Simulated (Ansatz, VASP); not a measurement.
**In3Sb in two plane-wave programs**

Aim: how closely do two programs agree when they are given the same cell, functional and k mesh? The cell is generated by rule, not measured, and may not be a known phase. The cell is taken from a series of runs on this material, whose earlier steps may have relaxed, scaled, displaced or heated it; both programs get it as it stands.

Method: plane waves, with VASP 6.6.1 beside it; single point at PBEsol, in Ansatz 0.2.0.

The structure was built from a prototype and need not be the compound's stable phase.

## (1) Set-up

It takes space group R-3m (No. 166, trigonal). Conventional cell: a = 5.284 Å, b = 5.284 Å, c = 25.889 Å, α = 90.00°, β = 90.00°, γ = 120.00°. Sb has 8 In at 3.18 to 3.29 Å nearest. In has 4 Sb at 3.18 to 3.20 Å and 4 In at 3.21 to 3.24 Å nearest. Nearest to In lie 4 In at 3.23 to 3.26 Å and 4 Sb at 3.27 to 3.29 Å. In has 8 In at 3.24 to 3.26 Å nearest. Nearest to In lie 8 In at 3.21 to 3.23 Å. Farther neighbours are not listed.

As a file:

```xyz
8
Lattice="0.0000 3.7367 3.7367 -3.7367 3.7367 0.0000 -3.7367 -3.7367 7.4734" Properties=species:S:1:pos:R:3 pbc="T T T"
Sb   -7.4272    0.0462    7.4272
Sb   -3.7829    3.6905    7.5196
In   -5.6191    1.8543    9.3558
In   -1.8543    1.8824    5.5910
In   -5.5910    1.8824    5.5910
In   -1.8824    1.8543    1.8824
In   -3.7367    0.0000    7.4734
In   -3.7367    3.7367    3.7367
```

## (2) VASP: single point, PBEsol, pair 1

With cell and atoms fixed, the geometry can't cause a difference; cores, projectors, grids and the points listed under the comparison can.

Lines of VASP's logs that name or quote its potential files are left out, and so is its time.

INCAR

```
SYSTEM = In3Sb
PREC = Accurate
ENCUT = 500
EDIFF = 1E-06
NELM = 120
ISMEAR = 1
SIGMA = 0.15
LREAL = .FALSE.
ALGO = Normal
GGA = PS
NBANDS = 54
LORBIT = 11
LWAVE = .FALSE.
LCHARG = .FALSE.
ISIF = 2
LASPH = .TRUE.
GGA_COMPAT = .FALSE.
KPAR = 2
```

POSCAR

```
In3Sb
1.0
    0.0000000000      3.7366996105      3.7366996105
   -3.7366996105      3.7366996105      0.0000000000
   -3.7366996105     -3.7366996105      7.4733992210
Sb In
2 6
Direct
    0.0061803232      0.9969098385      0.9907295153
    0.9938196770      0.5030901615      0.5092704845
    0.7481242586      0.6259378708      0.8778136122
    0.7518757416      0.1240621292      0.3721863876
    0.2518757416      0.8740621292      0.6221863876
    0.2481242586      0.3759378708      0.1278136122
    0.5000000001      0.2500000000      0.7499999999
    0.5000000001      0.7500000000      0.2499999999
```

KPOINTS

```
Automatic mesh
0
Gamma
9 9 8
0 0 0
```

Potentials, in the order of the species: Sb and In_d (PBE family, release 64).

The run is started by

```sh
$ mpirun -np 2 vasp_std
```

Numbers of over 12 decimals in the logs are rounded to 6 here.

Log:

```text
[banner, memory and clock lines left out]
running    2 mpi-ranks, on    1 nodes
 distrk:  each k-point on    1 cores,    2 groups
 distr:  one band on    1 cores,    1 groups

 POSCAR found type information on POSCAR SbIn
 POSCAR found :  2 types and       8 ions
|                                                                             |
|               ----> ADVICE to this user running VASP <----                  |
|                                                                             |
|     You enforced a specific xc type in the INCAR file but a different       |
|     [... a line on the potential file left out ...]
|     I HOPE YOU KNOW WHAT YOU ARE DOING!                                     |
|                                                                             |

 LDA part: xc-table for (Slater+PW92), standard interpolation
|                                                                             |
|           W    W    AA    RRRRR   N    N  II  N    N   GGGG   !!!           |
|           W    W   A  A   R    R  NN   N  II  NN   N  G    G  !!!           |
|           W    W  A    A  R    R  N N  N  II  N N  N  G       !!!           |
|           W WW W  AAAAAA  RRRRR   N  N N  II  N  N N  G  GGG   !            |
|           WW  WW  A    A  R   R   N   NN  II  N   NN  G    G                |
|           W    W  A    A  R    R  N    N  II  N    N   GGGG   !!!           |
|                                                                             |
|     Your reciprocal lattice and k-lattice belong to different lattice       |
|     classes:                                                                |
|                                                                             |
|        The reciprocal lattice is rhombohedral (trigonal),                   |
|        whereas your k-lattice is base-centered monoclinic.                  |
|                                                                             |
|     Results are often still useful ...                                      |
|                                                                             |

 POSCAR, INCAR and KPOINTS ok, starting setup
 FFT: planning ... GRIDC
 FFT: planning ... GRID_SOFT
 FFT: planning ... GRID
 WAVECAR not read
 entering main loop
       N       E                     dE             d eps       ncg     rms          rms(c)
DAV:   1     0.901681895249E+03    0.90168E+03   -0.38964E+04 19992   0.200E+03
DAV:   2     0.881692420316E+02   -0.81351E+03   -0.80023E+03 19980   0.524E+02
DAV:   3    -0.205363683301E+02   -0.10871E+03   -0.10608E+03 22154   0.207E+02
DAV:   4    -0.267135407783E+02   -0.61772E+01   -0.60951E+01 23660   0.515E+01
DAV:   5    -0.269455586741E+02   -0.23202E+00   -0.23189E+00 27876   0.887E+00    0.635E+00
DAV:   6    -0.267234358775E+02    0.22212E+00   -0.51965E-01 25412   0.714E+00    0.310E+00
DAV:   7    -0.266857089399E+02    0.37727E-01   -0.16923E-01 26560   0.362E+00    0.766E-01
DAV:   8    -0.266818458532E+02    0.38631E-02   -0.16706E-02 27818   0.155E+00    0.392E-01
DAV:   9    -0.266813730333E+02    0.47282E-03   -0.30372E-03 26156   0.728E-01    0.652E-02
DAV:  10    -0.266813687546E+02    0.42787E-05   -0.33211E-04 32836   0.225E-01    0.344E-02
DAV:  11    -0.266813686912E+02    0.63368E-07   -0.36348E-05 28868   0.510E-02    0.142E-02
DAV:  12    -0.266813686945E+02   -0.32651E-08   -0.55282E-06 19844   0.201E-02
   1 F= -.26681369E+02 E0= -.26680450E+02  d E =-.275491E-02
```

OUTCAR, selected parts (step 2):

```text
ion  position               nearest neighbor table
   1  0.006  0.997  0.991-   5 3.18   3 3.20   3 3.20   3 3.20   6 3.27   6 3.27   6 3.27   4 3.29
                             7 3.69   7 3.69   7 3.69   8 3.78   8 3.78   8 3.78
   2  0.994  0.503  0.509-   3 3.18   5 3.20   5 3.20   5 3.20   4 3.27   4 3.27   4 3.27   6 3.29
                             7 3.69   7 3.69   7 3.69   8 3.78   8 3.78   8 3.78
   3  0.748  0.626  0.878-   2 3.18   1 3.20   1 3.20   1 3.20   8 3.21   7 3.24   7 3.24   7 3.24
                             6 3.74   6 3.74   6 3.74   5 3.76   5 3.76   5 3.76
   4  0.752  0.124  0.372-   8 3.23   8 3.23   8 3.23   7 3.26   2 3.27   2 3.27   2 3.27   1 3.29
                             6 3.71   6 3.71   6 3.71   5 3.74   5 3.74   5 3.74
   5  0.252  0.874  0.622-   1 3.18   2 3.20   2 3.20   2 3.20   8 3.21   7 3.24   7 3.24   7 3.24
                             4 3.74   4 3.74   4 3.74   3 3.76   3 3.76   3 3.76
   6  0.248  0.376  0.128-   8 3.23   8 3.23   8 3.23   7 3.26   1 3.27   1 3.27   1 3.27   2 3.29
                             4 3.71   4 3.71   4 3.71   3 3.74   3 3.74   3 3.74
   7  0.500  0.250  0.750-   5 3.24   5 3.24   3 3.24   3 3.24   5 3.24   3 3.24   4 3.26   6 3.26
                             2 3.69   1 3.69   2 3.69   2 3.69   1 3.69   1 3.69
   8  0.500  0.750  0.250-   3 3.21   5 3.21   6 3.23   4 3.23   4 3.23   6 3.23   6 3.23   4 3.23
                             1 3.78   1 3.78   2 3.78   2 3.78   1 3.78   2 3.78

  LATTYP: Found a trigonal (rhomboedric) cell.
 ALAT       =     9.1530073678
 COS(alpha) =     0.8333333333

 Subroutine GETGRP returns: Found 12 space group operations
 (whereof  6 operations were pure point group operations)

The static configuration has the point symmetry C_3v.
 The point group associated with its full space group is D_3d.

 Found    185 irreducible k-points:

   k-points           NKPTS =    185   k-points in BZ     NKDIM =    185   number of bands    NBANDS=     54

   dimension x,y,z NGX =    40 NGY =   40 NGZ =   70
   dimension x,y,z NGXF=    80 NGYF=   80 NGZF=  140

   ENCUT  =  500.0 eV  36.75 Ry    6.06 a.u.   9.63  9.63 16.69*2*pi/ulx,y,z

   NELECT =      88.0000    total number of electrons

 k-points in reciprocal lattice and weights: Automatic mesh
   0.00000000  0.00000000  0.00000000       0.002
   0.11111111  0.00000000  0.00000000       0.003
   0.22222222  0.00000000  0.00000000       0.003
   0.33333333  0.00000000  0.00000000       0.003
   0.44444444  0.00000000  0.00000000       0.003
   0.00000000  0.11111111 -0.00000000       0.006
   0.22222222  0.11111111  0.00000000       0.006
   0.33333333  0.11111111  0.00000000       0.006
   0.44444444  0.11111111  0.00000000       0.006
[...]
-0.44444444  0.44444444  0.50000000       0.006
  -0.33333333  0.44444444  0.50000000       0.006

 average (electrostatic) potential at core
       1 -84.8852       2 -84.8852       3 -93.3134       4 -93.2895       5 -93.3134
       6 -93.2895       7 -93.3694       8 -93.3623

 E-fermi :   7.8050

 k-point     1 :       0.0000    0.0000    0.0000
  band No.  band energies     occupation
    ...
     43       6.6568      2.00000
     44       6.6568      2.00000
     45       7.4319      2.00245
     46       7.4670      2.00650
     47       7.4670      2.00650
     48       7.8914      0.18187
     49       8.5334     -0.00000
     50       8.5413     -0.00000
     51       8.5413     -0.00000
     52       9.3538     -0.00000
    ...

 k-point     2 :       0.1111    0.0000    0.0000
  band No.  band energies     occupation
    ...
     43       6.9302      2.00000
     44       7.2373      2.00000
     45       7.5835      2.05736
     46       7.6236      2.07084
     47       7.6405      2.06489
     48       8.4771     -0.00000
     49       8.4942     -0.00000
     50       8.5370     -0.00000
     51       8.6916     -0.00000
     52       9.7860     -0.00000
    ...

 k-point     3 :       0.2222    0.0000    0.0000
  band No.  band energies     occupation
    ...
     42       6.6488      2.00000
     43       6.8654      2.00000
     44       7.2040      2.00000
     45       7.3989      2.00087
     46       7.4166      2.00154
     47       8.3134     -0.00002
     48       8.9987     -0.00000
     49       9.0055     -0.00000
     50       9.1863     -0.00000
     51      10.1731     -0.00000
    ...

  Total        0.2195640      0.2195640      0.2195640      0.4192328     -0.4192328     -0.4192328
  in kB        1.6855717      1.6855717      1.6855717      3.2184094     -3.2184094     -3.2184094
  external PRESSURE =       1.6855717 kB  Pullay stress =       0.0000000 kB

  energy-cutoff  :      500.00
  volume of cell :      208.70
      direct lattice vectors                 reciprocal lattice vectors
     0.000000000  3.736699611  3.736699611     0.133807919  0.133807919  0.133807919
    -3.736699611  3.736699611  0.000000000    -0.200711879  0.066903960 -0.066903960
    -3.736699611 -3.736699611  7.473399221    -0.066903960 -0.066903960  0.066903960

 POSITION                                       TOTAL-FORCE (eV/Angst)
 -----------------------------------------------------------------------------------
     -7.42721      0.04619      7.42721         0.037620      0.037620     -0.037620
     -3.78289      3.69051      7.51959        -0.037620     -0.037620      0.037620
     -5.61907      1.85433      9.35577         0.005953      0.005953     -0.005953
     -1.85433      1.88237      5.59103         0.023008      0.023008     -0.023008
     -5.59103      1.88237      5.59103        -0.005953     -0.005953      0.005953
     -1.88237      1.85433      1.88237        -0.023008     -0.023008      0.023008
     -3.73670      0.00000      7.47340         0.000000      0.000000      0.000000
     -3.73670      3.73670      3.73670        -0.000000      0.000000      0.000000
 -----------------------------------------------------------------------------------
    total drift:                                0.000000     -0.000000     -0.000000

  FREE ENERGIE OF THE ION-ELECTRON SYSTEM (eV)
  ---------------------------------------------------
  free  energy   TOTEN  =       -26.6813686945 eV

  energy  without entropy=      -26.6786137888  energy(sigma->0) =      -26.68045039

 total charge
# of ion       s       p       d       tot
------------------------------------------
    1        1.235   1.103   0.033   2.370
    2        1.235   1.103   0.033   2.370
    3        0.997   0.498   9.857  11.352
    4        1.012   0.470   9.855  11.336
    5        0.997   0.498   9.857  11.352
    6        1.012   0.470   9.855  11.336
    7        1.030   0.456   9.852  11.339
    8        1.021   0.471   9.850  11.343
--------------------------------------------------
tot          8.538   5.067  59.192  72.798

[... 3 further parts left out ...]
```

The run ends at a pressure of 0.17 GPa, with forces up to 0.065 eV/Å.

## (3) Ansatz: single point, PBEsol, pair 1

Ansatz runs on its default PAW (the set named soft_2) files.

The same cell, functional, mesh and smearing now go to Ansatz, which takes its cutoff from its data sets.

input.yaml

```yaml
crystal:
  lattice:
    - [0.0, 3.7366996105, 3.7366996105]
    - [-3.7366996105, 3.7366996105, 0.0]
    - [-3.7366996105, -3.7366996105, 7.473399221]
  atoms:
    - { symbol: Sb, position: [0.0061803231, -0.0030901615, -0.0092704846] }
    - { symbol: Sb, position: [-0.0061803231, 0.5030901615, 0.5092704846] }
    - { symbol: In, position: [0.7481242584, 0.6259378708, 0.8778136123] }
    - { symbol: In, position: [0.7518757416, 0.1240621292, 0.3721863877] }
    - { symbol: In, position: [0.2518757416, 0.8740621292, 0.6221863877] }
    - { symbol: In, position: [0.2481242584, 0.3759378708, 0.1278136123] }
    - { symbol: In, position: [0.5, 0.25, 0.75] }
    - { symbol: In, position: [0.5, 0.75, 0.25] }
kpoints:
  mp_grid: { grid: [9, 9, 8] }
hamiltonian:
  xc: pbesol
scf:
  occupations: { method: methfessel_paxton, width: 0.15 }
output:
  forces: true
  stress: true
  eigenvalues: true
```

The run is started by

```sh
$ ansatz run input.yaml --threads 4 --pin off --max-ram 7168MiB --backend cpu --events-out ev --progress --plain --runs-dir out
```

Log:

```text
Warning: crystal.symmetry: narrowed to the stabiliser of the k-point mesh — unitary ops 12 → 4; excluded 8 operations that carry a point of the 9×9×8 mesh (shift [0, 0, 0]) off the mesh (the run samples exactly the mesh kpoints.mp_grid names, as under crystal.symmetry.detect: false, and its converged state has the mesh's symmetry, not the crystal's; ε∞, the Born charges and the force constants of a linear response (`dielectric:` by the response, `phonons.method: dfpt`) are averaged over those of the crystal's operations that the state keeps within a tolerance, where `mesh_tensors`, `unaveraged_element` or `gamma_mean_max_change_ev_ang2` stands beside them; [rest of the remark cut]
Engine: ansatz 0.2.0, aarch64-unknown-linux-gnu
Pseudopotentials: kind: paw
Pseudopotential: Sb, paw, valence charge 15, recommended cutoff 420 eV (normal), Sb.paw.azcp
Pseudopotential: In, paw, valence charge 13, recommended cutoff 420 eV (normal), In.paw.azcp
Functional definition: PBEsol
  exchange = pbesol_x
  correlation = pbesol_c
Crystal: 8 atoms, lattice volume = 208.701 Å³
Basis set: ecut = 420 eV, 4121 PW (Γ), exchange–correlation on 72×72×128 points (8 copies of the dense FFT grid, shifted against one another)
Bands: 65, of which v1, the nominal top of the filled ones, is band 54 counted from 1 (53 counted from 0)
Symmetry: 4 space group operations
k-points: 185 of 648
Non-local potential: Sb, projectors of the file, l = 0: 2, l = 1: 2, l = 2: 2, l = 3: 2
Non-local potential: In, projectors of the file, l = 0: 2, l = 1: 2, l = 2: 2, l = 3: 2
PAW form: soft (Blöchl's): semilocal exchange-correlation on the pseudo side does not see the compensation charge
PAW frozen core: Sb, regenerated for the run's functional, and the local potential with it (the file was generated under x = pbe(κ = 0.804, μ = 0.219515), c = pbe(β = 0.066725))
PAW frozen core: In, regenerated for the run's functional, and the local potential with it (the file was generated under x = pbe(κ = 0.804, μ = 0.219515), c = pbe(β = 0.066725))
PAW one-centre angular grid: Sb, 590 points (default); XC on 64 Gauss nodes
PAW one-centre angular grid: In, 590 points (default); XC on 64 Gauss nodes
Initial density: superposition of atomic densities (neutral atoms: chi_scale 0, normalization atom), corrected by the library's trained network
Initial wavefunctions: pseudopotential atomic-orbital guess
Functional: x = pbesol(κ = 0.804, μ = 0.123457), c = pbesol(β = 0.046)
SCF iter   1: F=—  HF=-45968.285975 eV  |F-HF|=—  |Δ(HF+E_count)|=         —  Δρ=2.89e-3  dr2=1.64e-2  ethr=1.77e-3  ⟨swp⟩=7.9  Hψ=47295  notcnv=0
preconditioner: auto → Kerker (q_TF=auto, 2.445 Å⁻¹)  [metal: Δε(μ)=0.001 eV  Ē_g=13.739 eV  σ=0.150 eV  W_gap=0.01  n_scr=48 (ndim 8)  ℏωp=24.1 eV  f_vac=0.000  D(μ)=5.41/eV (n_scr^D=28)]
SCF iter   2: F=—  HF=-45968.268771 eV  |F-HF|=—  |Δ(HF+E_count)|=   1.72e-2  S|Δr|=    0.00e0  Δρ=1.67e-3  dr2=6.13e-3  ethr=1.52e-5  ⟨swp⟩=2.0  Hψ=21429  notcnv=0
SCF iter   3: F=—  HF=-45968.266610 eV  |F-HF|=—  |Δ(HF+E_count)|=   2.16e-3  S|Δr|=    0.00e0  Δρ=6.88e-4  dr2=5.35e-4  ethr=5.67e-6  ⟨swp⟩=2.0  Hψ=21437  notcnv=0
SCF iter   4: F=—  HF=-45968.266309 eV  |F-HF|=—  |Δ(HF+E_count)|=   3.02e-4  S|Δr|=    0.00e0  Δρ=1.54e-4  dr2=9.10e-5  ethr=4.95e-7  ⟨swp⟩=2.0  Hψ=21416  notcnv=0
SCF iter   5: F=—  HF=-45968.266286 eV  |F-HF|=—  |Δ(HF+E_count)|=   2.32e-5  S|Δr|=    0.00e0  Δρ=9.69e-5  dr2=2.27e-5  ethr=8.43e-8  ⟨swp⟩=2.0  Hψ=12596  notcnv=0
SCF iter   6: F=—  HF=-45968.266277 eV  |F-HF|=—  |Δ(HF+E_count)|=   8.84e-6  S|Δr|=    0.00e0  Δρ=1.72e-5  dr2=8.14e-7  ethr=2.10e-8  ⟨swp⟩=2.0  Hψ=19577  notcnv=0
SCF iter   7: F=-45968.266276 eV  HF=-45968.266276 eV  |F-HF|=2.97e-8  |Δ(HF+E_count)|=   3.23e-7  S|Δr|=    0.00e0  Δρ=3.44e-6  dr2=3.39e-8  ethr=9.26e-11  ⟨swp⟩=8.3  Hψ=59100  notcnv=0
SCF 1 converged in 7 iterations: F = -45968.266276 eV  dr2 = 3.39e-8
  greatest PAW one-centre occupation: 0.996 electrons in one spin orbital (limit 2), on the Sb atom at site 1 (counted from 0), in its partial waves of l = 2
SCF converged after 7 iterations
Stability not checked: this state was not tested for a lower state beside it, because cold or Methfessel-Paxton smearing, or corrected tetrahedra, fill the levels in a way that the test cannot read (fill_not_monotonic; see scf.lower_state_search)
Free energy (F): -45968.266276 eV
Harris-Foulkes:  -45968.266276 eV  (|F-HF|=2.97e-8)
Internal energy: -45968.263513 eV  (E = F + TS)
E sigma→0 (E₀):  -45968.265585 eV
Entropy (-TS):   -0.002764 eV (-0.345 meV/atom)
Fermi energy:    10.672762 eV
--- Per-component energies (eV) ---
  E_band       = -426.517935
  E_kinetic    = 1865.021925
  E_local      = -9306.104108  (includes V_loc(G=0)·N_el)
  E_nonlocal   = 2931.571495
  E_hartree    = 3827.802413
  E_xc         = -1561.307199
  E_vxc        = -798.145907  (∫ρ·V_xc dr)
  E_paw        = -33484.664633  (= ΣΔE_a)
  E_vpaw       = -2774.481426  (= ΣTr[D̂ρ^β])
  E_aug_tail   = 0.000149  (compensation charges beyond the density's cutoff)
  E_ewald      = -10242.662684
  E_core_change = 2.079129  (= ΣΔE_core)
  E_smearing   = -0.002764  (= −TS)
  E_closure    = 0.000000  (closes the sum)
  Σ components = -45968.266276   (vs F -45968.266276, Δ=0.00e0)
--- Forces (eV/Å), atoms counted from 1 ---
  atom   1  Sb     0.03709513     0.03709513    -0.04292433
  atom   2  Sb    -0.03709513    -0.03709513     0.04292433
  atom   3  In     0.00598301     0.00598301    -0.00684283
  atom   4  In     0.02172885     0.02172885    -0.02492247
  atom   5  In    -0.00598301    -0.00598301     0.00684283
  atom   6  In    -0.02172885    -0.02172885     0.02492247
  atom   7  In     0.00000000    -0.00000000     0.00000000
  atom   8  In     0.00000000     0.00000000     0.00000000
  max |Σ_I F_I| component: 6.94e-18 eV/Å
--- Stress (GPa, compression-positive) ---
        0.181326       0.281676      -0.338814
        0.281676       0.181326      -0.338814
       -0.338814      -0.338814       0.147293
  P = ⅓ Tr σ = 0.1700 GPa (1.700 kbar)
--- Band table (eV; the first three rows and the last of 185) ---
  k-point 0: bands = [... 50 lower, 8.8952, 8.9208, 9.5270, 9.5273, 10.3022, 10.3370, 10.3374, 10.7595, ... 7 higher]
  k-point 1: bands = [... 50 lower, 8.8375, 8.8377, 9.5752, 9.5755, 10.2374, 10.4053, 10.4057, 10.7677, ... 7 higher]
  k-point 2: bands = [... 50 lower, 8.7065, 8.9518, 9.6722, 9.7122, 9.7125, 10.4920, 10.4922, 10.9539, ... 7 higher]
  k-point 184: bands = [... 50 lower, 9.4258, 9.5329, 9.6582, 9.7699, 11.8799, 11.9396, 12.4097, 12.4227, ... 7 higher]
```

The column dr2 measures how far the density is from self-consistency, as an energy; F and HF (Harris–Foulkes) agree once it is small.

The run ends at a pressure of 0.17 GPa, with forces up to 0.068 eV/Å.

## (4) Differences

Known differences besides the potentials themselves: the data sets hold 108 valence electrons in Ansatz (on its default PAW (the set named soft_2) files) and 88 in VASP; the cutoff is 420 eV in Ansatz and 500 eV in VASP; Ansatz makes its cores anew for this functional, VASP keeps those of its PBE data sets. Total energies have different zeros and are not compared.

Both answers:

| quantity | Ansatz | VASP | difference |
| --- | --- | --- | --- |
| pressure (GPa) | 0.17 | 0.17 | 0.00 |

Forces (eV/Å; atoms numbered as in POSCAR):

```
atom         Ansatz x, y, z           VASP x, y, z
 Sb1   0.037, 0.037, -0.043   0.038, 0.038, -0.038
 Sb2  -0.037, -0.037, 0.043  -0.038, -0.038, 0.038
 In3   0.006, 0.006, -0.007   0.006, 0.006, -0.006
 In4   0.022, 0.022, -0.025   0.023, 0.023, -0.023
 In5  -0.006, -0.006, 0.007  -0.006, -0.006, 0.006
 In6  -0.022, -0.022, 0.025  -0.023, -0.023, 0.023
 In7    0.000, 0.000, 0.000    0.000, 0.000, 0.000
 In8    0.000, 0.000, 0.000    0.000, 0.000, 0.000
```

The forces differ by 1.7 meV/Å r.m.s., which is 7.8 % of the r.m.s. force of 0.022 eV/Å (both taken over all components).

(Part 1 of 2 ends here.)

[Lines on the potential files, build, host, timing and source positions are cut from VASP's logs without a mark.]

[Logs are printed without paths, hosts, clocks, repeated set-up lines and the standing remarks that a program may print on its own settings, such as how far it seeks lower states.]

[Hosts, paths, dates, database ids (printed as entryN), source tags and the programs' standing remarks are cut or masked in the printed files.]
